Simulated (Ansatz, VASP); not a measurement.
Mg3SeO: VASP beside Ansatz

The input INCAR:

```
SYSTEM = Mg3SeO
ALGO = Normal
EDIFF = 1E-7
ENCUT = 520
GGA = PE
ISIF = 2
ISMEAR = 0
LASPH = .TRUE.
LCHARG = .FALSE.
LREAL = .FALSE.
LWAVE = .FALSE.
NBANDS = 17
NELM = 60
PREC = Accurate
SIGMA = 0.1
```

Contents of KPOINTS:

```
k-points
0
G
  12 12 8
  0 0 0
```

POSCAR

```
Mg3SeO
1.0
    5.6058170275      0.0000000000      0.0000000000
   -2.8029085137      4.8547799548      0.0000000000
    0.0000000000      0.0000000000      4.8018349965
Mg Se O
3 1 1
Direct
    0.6551456287      0.0000000000      0.5000000000
    0.0000000000      0.6551456287      0.5000000000
    0.3448543713      0.3448543713      0.5000000000
    0.0000000000      0.0000000000      0.0000000000
    0.0000000000      0.0000000000      0.5000000000
```

Input for Ansatz:

```yaml
crystal:
  lattice:
    - [5.6058170275, 0.0, 0.0]
    - [-2.8029085137, 4.8547799548, 0.0]
    - [0.0, 0.0, 4.8018349965]
  atoms:
    - { symbol: Mg, position: [0.6551456287, 0.0, 0.5] }
    - { symbol: Mg, position: [0.0, 0.6551456287, 0.5] }
    - { symbol: Mg, position: [0.3448543713, 0.3448543713, 0.5] }
    - { symbol: Se, position: [0.0, 0.0, 0.0] }
    - { symbol: O, position: [0.0, 0.0, 0.5] }
basis:
  ecutwfc: 420
kpoints:
  mp_grid: { grid: [12, 12, 8] }
  band_path:
    path:
      - [[0.0, 0.0, 0.0], [0.5, 0.0, 0.0], [0.33333333, 0.33333333, 0.0], [0.0, 0.0, 0.0], [0.0, 0.0, 0.5], [0.5, 0.0, 0.5], [0.33333333, 0.33333333, 0.5], [0.0, 0.0, 0.5]]
      - [[0.5, 0.0, 0.5], [0.5, 0.0, 0.0]]
      - [[0.33333333, 0.33333333, 0.5], [0.33333333, 0.33333333, 0.0]]
    npoints: 14
hamiltonian:
  xc: pbe
scf:
  occupations: { method: gaussian, width: 0.1 }
  n_extra_bands: 12
output:
  forces: true
  stress: true
  eigenvalues: true
  populations: true
  dos: { projected: true, de: 0.02, nscf_kmesh: { grid: [15, 15, 10] } }
  bader: true
  write_density: true
  write_potential: true
  elf: true
  volumetric_format: npy
```

The cell was built by a generator and needn't be a form met in nature.

Alike in both runs: task single point; functional PBE; k mesh 12 × 12 × 8; occupations gaussian, width 0.1 eV; no spin polarisation.

```csv
,VASP,Ansatz
version,VASP 6.6.1,Ansatz 0.2.0
potentials or method,"VASP PAW PBE potentials, release 64 (Mg, Se, O)","scalar-relativistic, plane waves, PAW"
plane-wave cutoff (eV),520,420
valence electrons in the cell,18,52
```

|  | VASP | Ansatz | Ansatz less VASP |
| --- | --- | --- | --- |
| gap on the k mesh at the Fermi level (eV) | none | none | - |
| pressure (GPa) | -0.1 | 0.0 | +0.11 |

A gap of «none» marks a metal or a gap that the smearing closes. The two sets of potentials don't hold the same shells in valence.
